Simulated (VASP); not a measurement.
An input for Ansatz (written as the equivalent of a VASP run, and not itself run):

Ansatz 0.2 input:
```yaml
crystal:
  lattice:
    - [0.0000000, 2.9600000, 2.9600000]
    - [2.9600000, 0.0000000, 2.9600000]
    - [2.9600000, 2.9600000, 0.0000000]
  atoms:
    - { symbol: Ca, position: [0.0174210, -0.0182480, 0.0004790] }
    - { symbol: Se, position: [0.4825790, 0.5182480, 0.4995210] }
kpoints:
  mp_grid: { grid: [5, 5, 5] }
hamiltonian:
  xc: lda
  pseudopotentials: { kind: paw }
scf:
  occupations: { method: fermi_dirac, width: 0.02 }
  max_iter: 100
relax:
  max_steps: 50
  f_tol: 0.01
  cell: {}
output: { forces: true, stress: true, eigenvalues: true }
```

Q: Translate this input to VASP (INCAR, KPOINTS, POSCAR, choice of POTCAR).

A: This is not unique; one that fits is 
File POSCAR:
```
CaSe
1
    0.0000000000     2.9600000000     2.9600000000
    2.9600000000     0.0000000000     2.9600000000
    2.9600000000     2.9600000000     0.0000000000
Ca Se
1 1
Direct
  0.0174210000  -0.0182480000   0.0004790000
  0.4825790000   0.5182480000   0.4995210000
```

INCAR:
```
SYSTEM = CaSe
PREC = Accurate
ENCUT = 300
EDIFF = 1E-6
NELM = 100
ALGO = Normal
LREAL = .FALSE.
LASPH = .TRUE.
ISMEAR = -1
SIGMA = 0.02
LMAXMIX = 4
LWAVE = .FALSE.
LCHARG = .FALSE.
ISIF = 3
IBRION = 2
NSW = 50
EDIFFG = -0.01
```

File KPOINTS:
```
Automatic mesh
0
Gamma
5 5 5
0 0 0
```

POTCAR, in this order: Ca_sv Se (LDA.64 set). Program: vasp_std.

What does not carry over: each code has its own PAW files, so the cut-off isn't converted (ENCUT is set for VASP's; basis.ecutwfc is left out, and Ansatz then takes the one that its files recommend); Ansatz stops its SCF on the density residual and VASP on the energy change (EDIFF); Ansatz's lda is the Perdew-Wang form, while the LDA potentials of VASP carry Perdew-Zunger's.

The structure is a typed CaSe crystal. In the starting cell atoms are displaced from their ideal sites. This run relaxes it. The run is one of a series of settings (EDIFFG = -0.01, IBRION = 2, ISIF = 3, NSW = 50 against the base run), some of them coarse on purpose.
